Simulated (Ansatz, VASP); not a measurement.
# Cross-check of SrAlH3 between VASP and Ansatz, part 3 of 3

Aim: how closely do two programs agree when they are given the same cell, functional and k mesh? The cell is taken from a series of runs on this material, whose earlier steps may have relaxed, scaled, displaced or heated it; both programs get it as it stands.

VASP 6.6.1 and Ansatz 0.2.0.

So far: Starting point; Ansatz: zone-centre phonons, PBEsol; VASP: zone-centre phonons, PBEsol.

### 3. VASP: zone-centre phonons, PBEsol (continued)

Level of this step: PBEsol; plane waves and PAW (Sr_sv, Al, H) (VASP).

Numbers of over 12 decimals in the logs are rounded to 6 here.

Parts of OUTCAR (step 3):

```text
ion  position               nearest neighbor table
   1  0.250  0.500  0.785-   7 2.19   9 2.19   5 2.30   5 2.30  10 2.69   8 2.69   4 3.51   4 3.51
                             4 3.51   4 3.51   3 3.62   3 3.62   2 4.37   2 4.37
   2  0.750  0.500  0.215-   7 2.19   9 2.19   6 2.30   6 2.30  10 2.69   8 2.69   3 3.51   3 3.51
                             3 3.51   3 3.51   4 3.62   4 3.62   1 4.37   1 4.37
   3  0.250  0.000  0.409-   5 1.71   4 2.95   4 2.95   2 3.51   2 3.51   2 3.51   2 3.51   1 3.62
                             1 3.62
   4  0.750  0.000  0.591-   6 1.71   3 2.95   3 2.95   1 3.51   1 3.51   1 3.51   1 3.51   2 3.62
                             2 3.62
   5  0.250  0.000  0.615-   3 1.71   1 2.30   1 2.30
   6  0.750  0.000  0.385-   4 1.71   2 2.30   2 2.30
   7  0.500  0.500  0.000-   1 2.19   2 2.19
   8  0.000  0.500  0.500-   1 2.69   2 2.69
   9  0.000  0.500  0.000-   1 2.19   2 2.19
  10  0.500  0.500  0.500-   1 2.69   2 2.69

  LATTYP: Found a simple orthorhombic cell.
 ALAT       =     3.6333969242
 B/A-ratio  =     1.3918884155
 C/A-ratio  =     2.2855272939

 Subroutine GETGRP returns: Found  8 space group operations
 (whereof  4 operations were pure point group operations)

The static configuration has the point symmetry C_2h.
 The point group associated with its full space group is D_2h.

 Found     90 irreducible k-points:

   k-points           NKPTS =     90   k-points in BZ     NKDIM =     90   number of bands    NBANDS=     26

   dimension x,y,z NGX =    40 NGY =   28 NGZ =   64
   dimension x,y,z NGXF=    80 NGYF=   56 NGZF=  128

   ENCUT  =  500.0 eV  36.75 Ry    6.06 a.u.   9.22  6.62 15.14*2*pi/ulx,y,z

   NELECT =      32.0000    total number of electrons

 k-points in reciprocal lattice and weights: Automatic mesh
   0.00000000  0.00000000  0.00000000       0.003
   0.12500000  0.00000000  0.00000000       0.006
   0.25000000  0.00000000  0.00000000       0.006
   0.37500000  0.00000000  0.00000000       0.006
   0.50000000  0.00000000  0.00000000       0.003
   0.00000000  0.10000000  0.00000000       0.006
   0.12500000  0.10000000  0.00000000       0.013
   0.25000000  0.10000000  0.00000000       0.013
   0.37500000  0.10000000  0.00000000       0.013
[...]
-----------------------------------------------------------------------------------
    total drift:                                0.000000      0.000000      0.000000

 Eigenvectors and eigenvalues of the dynamical matrix
 ----------------------------------------------------

   1 f  =   46.607345 THz   292.842587 2PiTHz 1554.653694 cm-1   192.752405 meV
             X         Y         Z           dx          dy          dz
      1.264321  1.816698  6.521680     0.000000    0.000000    0.018722
      3.792962  1.816698  1.782548     0.000000   -0.000000    0.018722
      1.264321  0.000000  3.393816     0.000000    0.000000   -0.086900
      3.792962  0.000000  4.910411     0.000000    0.000000   -0.086900
      1.264321  0.000000  5.104122    -0.000000   -0.000000    0.575730
      3.792962  0.000000  3.200106    -0.000000   -0.000000    0.575730
      2.528642  1.816698  0.000000    -0.235809   -0.000000   -0.321584
      0.000000  1.816698  4.152114    -0.033697   -0.000000    0.021802
      0.000000  1.816698  0.000000     0.235809   -0.000000   -0.321584
      2.528642  1.816698  4.152114     0.033697    0.000000    0.021802

   2 f  =   45.217724 THz   284.111337 2PiTHz 1508.300907 cm-1   187.005395 meV
             X         Y         Z           dx          dy          dz
      1.264321  1.816698  6.521680     0.000000    0.000000   -0.013406
      3.792962  1.816698  1.782548    -0.000000    0.000000    0.013406
      1.264321  0.000000  3.393816    -0.000000    0.000000   -0.090949
      3.792962  0.000000  4.910411    -0.000000   -0.000000    0.090949
      1.264321  0.000000  5.104122    -0.000000   -0.000000    0.701105
      3.792962  0.000000  3.200106    -0.000000   -0.000000   -0.701105
      2.528642  1.816698  0.000000    -0.000000    0.000000   -0.000000
      0.000000  1.816698  4.152114    -0.000000   -0.000000   -0.000000
      0.000000  1.816698  0.000000     0.000000    0.000000   -0.000000
      2.528642  1.816698  4.152114     0.000000    0.000000   -0.000000

   3 f  =   44.123839 THz   277.238258 2PiTHz 1471.812847 cm-1   182.481454 meV
             X         Y         Z           dx          dy          dz
      1.264321  1.816698  6.521680    -0.000000    0.000000   -0.052249
      3.792962  1.816698  1.782548    -0.000000   -0.000000   -0.052249
      1.264321  0.000000  3.393816     0.000000    0.000000   -0.057588
      3.792962  0.000000  4.910411    -0.000000   -0.000000   -0.057588
      1.264321  0.000000  5.104122     0.000000    0.000000    0.392331
      3.792962  0.000000  3.200106     0.000000    0.000000    0.392331
      2.528642  1.816698  0.000000     0.368383    0.000000    0.446484
      0.000000  1.816698  4.152114    -0.049054   -0.000000   -0.050699
      0.000000  1.816698  0.000000    -0.368383   -0.000000    0.446484
      2.528642  1.816698  4.152114     0.049054   -0.000000   -0.050699

   4 f  =   43.350103 THz   272.376732 2PiTHz 1446.003796 cm-1   179.281541 meV
             X         Y         Z           dx          dy          dz
      1.264321  1.816698  6.521680    -0.045489    0.000000    0.000000
      3.792962  1.816698  1.782548    -0.045489   -0.000000    0.000000
      1.264321  0.000000  3.393816     0.000694    0.000000   -0.000000
      3.792962  0.000000  4.910411     0.000694    0.000000   -0.000000
      1.264321  0.000000  5.104122    -0.003754   -0.000000    0.000000
      3.792962  0.000000  3.200106    -0.003754    0.000000    0.000000
      2.528642  1.816698  0.000000     0.430961    0.000000    0.558214
      0.000000  1.816698  4.152114    -0.005257   -0.000000   -0.023623
      0.000000  1.816698  0.000000     0.430961    0.000000   -0.558214
      2.528642  1.816698  4.152114    -0.005257   -0.000000    0.023623

   5 f  =   33.145755 THz   208.260924 2PiTHz 1105.623393 cm-1   137.079768 meV
             X         Y         Z           dx          dy          dz
      1.264321  1.816698  6.521680    -0.000000    0.044323   -0.000000
      3.792962  1.816698  1.782548    -0.000000    0.044323    0.000000
      1.264321  0.000000  3.393816    -0.000000    0.011131    0.000000
      3.792962  0.000000  4.910411    -0.000000    0.011131    0.000000
      1.264321  0.000000  5.104122    -0.000000   -0.674583   -0.000000
      3.792962  0.000000  3.200106     0.000000   -0.674583    0.000000
      2.528642  1.816698  0.000000     0.000000   -0.005014   -0.000000
      0.000000  1.816698  4.152114     0.000000    0.206940   -0.000000
      0.000000  1.816698  0.000000     0.000000   -0.005014   -0.000000
      2.528642  1.816698  4.152114    -0.000000    0.206940   -0.000000

   6 f  =   32.160115 THz   202.067963 2PiTHz 1072.745972 cm-1   133.003490 meV
             X         Y         Z           dx          dy          dz
      1.264321  1.816698  6.521680     0.000000    0.048542    0.000000
      3.792962  1.816698  1.782548     0.000000   -0.048542   -0.000000
      1.264321  0.000000  3.393816     0.000000   -0.003450   -0.000000
      3.792962  0.000000  4.910411     0.000000    0.003450    0.000000
      1.264321  0.000000  5.104122    -0.000000   -0.705430    0.000000
      3.792962  0.000000  3.200106     0.000000    0.705430   -0.000000
      2.528642  1.816698  0.000000     0.000000   -0.000000    0.000000
      0.000000  1.816698  4.152114     0.000000    0.000000   -0.000000
      0.000000  1.816698  0.000000    -0.000000    0.000000   -0.000000
      2.528642  1.816698  4.152114     0.000000    0.000000    0.000000

   7 f  =   25.550482 THz   160.538411 2PiTHz  852.272331 cm-1   105.668254 meV
             X         Y         Z           dx          dy          dz
      1.264321  1.816698  6.521680    -0.000000   -0.000000   -0.006088
      3.792962  1.816698  1.782548    -0.000000   -0.000000   -0.006088
      1.264321  0.000000  3.393816    -0.000000    0.000000   -0.089567
      3.792962  0.000000  4.910411    -0.000000    0.000000   -0.089567
      1.264321  0.000000  5.104122    -0.000000    0.000000    0.033320
      3.792962  0.000000  3.200106    -0.000000    0.000000    0.033320
      2.528642  1.816698  0.000000     0.067357    0.000000    0.012899
      0.000000  1.816698  4.152114     0.510017    0.000000    0.475405
      0.000000  1.816698  0.000000    -0.067357    0.000000    0.012899
      2.528642  1.816698  4.152114    -0.510017    0.000000    0.475405

   8 f  =   24.497696 THz   153.923562 2PiTHz  817.155173 cm-1   101.314283 meV
             X         Y         Z           dx          dy          dz
      1.264321  1.816698  6.521680     0.008576    0.000000   -0.000000
      3.792962  1.816698  1.782548     0.008576    0.000000   -0.000000
      1.264321  0.000000  3.393816     0.026955   -0.000000   -0.000000
      3.792962  0.000000  4.910411     0.026955   -0.000000   -0.000000
      1.264321  0.000000  5.104122     0.198412   -0.000000    0.000000
      3.792962  0.000000  3.200106     0.198412   -0.000000    0.000000
      2.528642  1.816698  0.000000    -0.010089   -0.000000   -0.016943
      0.000000  1.816698  4.152114    -0.408738   -0.000000   -0.540719
      0.000000  1.816698  0.000000    -0.010089   -0.000000    0.016943
      2.528642  1.816698  4.152114    -0.408738   -0.000000    0.540719

   9 f  =   17.925720 THz   112.630621 2PiTHz  597.937660 cm-1    74.134788 meV
             X         Y         Z           dx          dy          dz
      1.264321  1.816698  6.521680    -0.000000   -0.000000   -0.029223
      3.792962  1.816698  1.782548    -0.000000   -0.000000   -0.029223
      1.264321  0.000000  3.393816     0.000000    0.000000    0.031068
      3.792962  0.000000  4.910411     0.000000    0.000000    0.031068
      1.264321  0.000000  5.104122    -0.000000    0.000000    0.039836
      3.792962  0.000000  3.200106    -0.000000    0.000000    0.039836
      2.528642  1.816698  0.000000    -0.455683   -0.000000    0.344439
      0.000000  1.816698  4.152114     0.308979   -0.000000   -0.273569
      0.000000  1.816698  0.000000     0.455683   -0.000000    0.344439
      2.528642  1.816698  4.152114    -0.308979    0.000000   -0.273569
    [... 271 further lines ...]
      0.000000  1.816698  0.000000     0.000000   -0.000000   -0.000000
      2.528642  1.816698  4.152114     0.000000    0.000000    0.000000

 ELASTIC MODULI CONTR FROM IONIC RELAXATION (kBar)
 Direction    XX          YY          ZZ          XY          YZ          ZX
 --------------------------------------------------------------------------------
 XX         -70.3172     29.2465    -80.8756      0.0000      0.0000      0.0000
 YY          29.2465    -48.1655     47.5522      0.0000     -0.0000      0.0000
 ZZ         -80.8756     47.5522   -375.0499      0.0000      0.0000      0.0000
 XY           0.0000      0.0000      0.0000      0.0000      0.0000      0.0000
 YZ           0.0000     -0.0000      0.0000      0.0000   -705.1181      0.0000
 ZX           0.0000      0.0000      0.0000      0.0000      0.0000    -63.2886
 --------------------------------------------------------------------------------
```

### 4. Differences

Known differences besides the potentials themselves: the cutoff is 420 eV in Ansatz and 500 eV in VASP; Ansatz makes its cores anew for this functional, VASP keeps those of its PBE data sets. Total energies have different zeros and are not compared.

Compared:

| quantity | Ansatz | VASP | difference |
| --- | --- | --- | --- |
| optical mode 1 (imaginary, printed as negative) (cm⁻¹) | -711.9 | -712.4 | +0.6 |
| optical mode 2 (imaginary, printed as negative) (cm⁻¹) | -662.7 | -655.8 | -6.9 |
| optical mode 3 (imaginary, printed as negative) (cm⁻¹) | -590.5 | -591.7 | +1.2 |
| optical mode 4 (imaginary, printed as negative) (cm⁻¹) | -509.7 | -510.3 | +0.6 |
| optical mode 5 (imaginary, printed as negative) (cm⁻¹) | -420.4 | -421.0 | +0.6 |
| optical mode 6 (imaginary, printed as negative) (cm⁻¹) | -405.8 | -409.7 | +3.9 |
| optical mode 7 (imaginary, printed as negative) (cm⁻¹) | -131.1 | -130.5 | -0.6 |
| optical mode 8 (cm⁻¹) | 67.7 | 67.5 | +0.27 % |
| optical mode 9 (cm⁻¹) | 93.6 | 95.2 | -1.63 % |
| optical mode 10 (cm⁻¹) | 95.8 | 96.1 | -0.34 % |
| optical mode 11 (cm⁻¹) | 135.4 | 137.0 | -1.17 % |
| optical mode 12 (cm⁻¹) | 182.8 | 184.3 | -0.83 % |
| optical mode 13 (cm⁻¹) | 217.4 | 218.1 | -0.36 % |
| optical mode 14 (cm⁻¹) | 243.2 | 243.9 | -0.27 % |
| optical mode 15 (cm⁻¹) | 253.6 | 254.1 | -0.22 % |
| optical mode 16 (cm⁻¹) | 295.2 | 296.1 | -0.31 % |
| optical mode 17 (cm⁻¹) | 320.1 | 320.5 | -0.13 % |
| optical mode 18 (cm⁻¹) | 502.4 | 502.4 | +0.01 % |
| optical mode 19 (cm⁻¹) | 597.3 | 597.9 | -0.11 % |
| optical mode 20 (cm⁻¹) | 811.1 | 817.2 | -0.74 % |
| optical mode 21 (cm⁻¹) | 845.6 | 852.3 | -0.78 % |
| optical mode 22 (cm⁻¹) | 1062.7 | 1072.7 | -0.94 % |
| optical mode 23 (cm⁻¹) | 1096.7 | 1105.6 | -0.80 % |
| optical mode 24 (cm⁻¹) | 1427.9 | 1446.0 | -1.25 % |
| optical mode 25 (cm⁻¹) | 1456.5 | 1471.8 | -1.04 % |
| optical mode 26 (cm⁻¹) | 1499.6 | 1508.3 | -0.58 % |

Modes are paired by rising frequency, not by their patterns, so a pair may set unlike modes beside each other; they are those without the splitting of longitudinal modes.

### 5. Results

```json
{
  "r.m.s. difference of the optical zone-centre modes, each program's sorted by frequency (zone-centre phonons, PBEsol)": "6.4 cm⁻¹",
  "difference in optical mode 9 (zone-centre phonons, PBEsol)": "-1.6 %"
}
```

What this shows: The r.m.s. difference of the optical zone-centre modes, each program's sorted by frequency is 6.4 cm⁻¹ (zone-centre phonons, PBEsol). Among the rows given in per cent, the largest difference of the zone-centre phonons, PBEsol pair is in optical mode 9, -1.6 %. How closely two codes agree says nothing of how well the functional describes the real material.

[Lines on the potential files, build, host, timing and source positions are cut from VASP's logs without a mark.]

[Logs are printed without paths, hosts, clocks, repeated set-up lines and the standing remarks that a program may print on its own settings, such as how far it seeks lower states.]

[Hosts, paths, dates, database ids (printed as entryN), source tags and the programs' standing remarks are cut or masked in the printed files.]
